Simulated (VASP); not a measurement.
## NaSr2: single point with PBE

NaSr2:

```xyz
3
Lattice="0.0000 4.3741 4.3741 4.3741 0.0000 4.3741 4.3741 4.3741 0.0000" Properties=species:S:1:pos:R:3 pbc="T T T"
Na    0.0000    0.0000    0.0000
Sr    6.5611    6.5611    6.5611
Sr    2.1870    2.1870    2.1870
```

The cell was built by a generator and needn't be a form met in nature.

* Program: VASP 6.6.1
* Task: single point
* Functional: PBE
* Potentials or basis: VASP PAW PBE potentials, release 64 (Na_pv, Sr_sv)
* Cutoff: 520 eV
* k mesh: 5 × 5 × 5
* Occupations: fermi-dirac, width 0.05 eV
* Spin: no spin polarisation

* Pressure: 0.0 GPa
* Band gap on the k mesh: none (metal or under the smearing width)

Levels at points of the mesh, in eV from the Fermi level:
| k point | band 10 | band 11 | band 12 | band 13 | band 14 | band 15 | band 16 | band 17 |
| --- | --- | --- | --- | --- | --- | --- | --- | --- |
| (0.00, 0.00, 0.00) | -19.01 | -19.01 | -3.33 | 0.42 | 0.42 | 0.42 | 0.75 | 0.75 |

It took 55 s on 1 thread of Intel(R) Xeon(R) Platinum 8488C (Sapphire Rapids), on a shared host, peak memory 0.32 GiB.
